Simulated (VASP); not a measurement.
Here is the system:

```xyz
2
Lattice="3.8434 0.0000 0.0000 0.0000 3.8434 0.0000 0.0000 0.0000 3.8434" Properties=species:S:1:pos:R:3 pbc="T T T"
Cs     0.0000     0.0000     0.0000
I      1.9217     1.9217     1.9217
```

Method: LDA (Ceperley-Alder, Perdew-Zunger), VASP's LDA PAW potentials (set 64) (plane waves; VASP). Settings: 500 eV cut-off, 7×7×7 Γ-centred mesh, Gaussian smearing of 0.050 eV, potentials Cs_sv I.

Unless said otherwise, spin-orbit coupling is left out, though it shifts the bands of the heavy elements here.

Q: Predict the energy per atom (σ→0), pressure, band gap (on the k-mesh) with the smallest direct gap where there is one.

A: 
```json
{
  "band gap (on the k-mesh)": "2.18 eV",
  "smallest direct gap (on the k-mesh)": "2.18 eV",
  "energy per atom (σ→0)": "-240.9 kJ/mol-atom",
  "pressure": "19.89 GPa"
}
```

The compound is CsI in the CsCl type structure. It was relaxed first under an external pressure of 20 GPa.
